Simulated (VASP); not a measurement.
OSZICAR of a VASP run on WC (wc):

OSZICAR:
```
       N       E                     dE             d eps       ncg     rms          rms(c)
DAV:   1     0.115190315518E+03    0.11519E+03   -0.98362E+03  4376   0.154E+03
DAV:   2    -0.171717039439E+02   -0.13236E+03   -0.12860E+03  5088   0.381E+02
DAV:   3    -0.212261406639E+02   -0.40544E+01   -0.40180E+01  5342   0.617E+01
DAV:   4    -0.212673941577E+02   -0.41253E-01   -0.41234E-01  4773   0.657E+00
DAV:   5    -0.212677342261E+02   -0.34007E-03   -0.34006E-03  5128   0.620E-01    0.303E+01
DAV:   6    -0.181330319771E+02    0.31347E+01   -0.10728E+01  4903   0.326E+01    0.740E+00
DAV:   7    -0.180503660521E+02    0.82666E-01   -0.54212E-01  4588   0.669E+00    0.591E+00
DAV:   8    -0.180302644071E+02    0.20102E-01   -0.75705E-02  4783   0.273E+00    0.961E-01
DAV:   9    -0.180291114822E+02    0.11529E-02   -0.35792E-03  4723   0.499E-01    0.151E-01
DAV:  10    -0.180292004968E+02   -0.89015E-04   -0.37906E-04  5093   0.246E-01    0.795E-02
DAV:  11    -0.180291999219E+02    0.57484E-06   -0.19571E-05  4828   0.424E-02    0.141E-02
DAV:  12    -0.180291986504E+02    0.12716E-05   -0.76712E-06  4718   0.301E-02    0.414E-03
DAV:  13    -0.180291987065E+02   -0.56112E-07   -0.15031E-07  3219   0.422E-03
   1 F= -.18029199E+02 E0= -.18029179E+02  d E =-.180292E+02
       N       E                     dE             d eps       ncg     rms          rms(c)
DAV:   1    -0.180300210863E+02   -0.82244E-03   -0.30735E-02  4373   0.211E+00    0.147E-01
DAV:   2    -0.180293991931E+02    0.62189E-03   -0.13430E-03  4658   0.362E-01    0.791E-02
DAV:   3    -0.180291726762E+02    0.22652E-03   -0.43604E-04  4718   0.193E-01    0.280E-02
DAV:   4    -0.180291683953E+02    0.42809E-05   -0.25296E-05  4838   0.485E-02    0.122E-02
DAV:   5    -0.180291680311E+02    0.36414E-06   -0.24967E-06  4673   0.155E-02    0.264E-03
DAV:   6    -0.180291679161E+02    0.11502E-06   -0.37106E-07  4623   0.598E-03    0.821E-04
DAV:   7    -0.180291679030E+02    0.13099E-07   -0.16346E-08  2209   0.140E-03
   2 F= -.18029168E+02 E0= -.18029154E+02  d E =0.308035E-04
       N       E                     dE             d eps       ncg     rms          rms(c)
DAV:   1    -0.180295173310E+02   -0.34941E-03   -0.94542E-03  4373   0.117E+00    0.817E-02
DAV:   2    -0.180293250710E+02    0.19226E-03   -0.41361E-04  4653   0.201E-01    0.438E-02
DAV:   3    -0.180292564872E+02    0.68584E-04   -0.13214E-04  4713   0.106E-01    0.158E-02
DAV:   4    -0.180292551362E+02    0.13510E-05   -0.79307E-06  4838   0.271E-02    0.682E-03
DAV:   5    -0.180292549559E+02    0.18028E-06   -0.76943E-07  4623   0.864E-03    0.149E-03
DAV:   6    -0.180292549395E+02    0.16387E-07   -0.10044E-07  2441   0.328E-03
   3 F= -.18029255E+02 E0= -.18029238E+02  d E =-.562331E-04
```

### Question
Which electronic solver shows in the log?

### Answer
It is blocked Davidson (ALGO = Normal, or the opening steps of other solvers). The INCAR had ALGO = Normal.

### Question
Can the final energy be trusted as converged?

### Answer
The run converged. It stopped with EDIFF = 1E-7, NELM = 100, NSW = 30 and EDIFFG = -0.01 after 3 ionic steps (optB88-vdW, plane waves, VASP's PBE PAW potentials (set 64)).

The compound is WC in the wc structure. This run relaxes it. Symmetry was kept, so distortions that lower it aren't found.
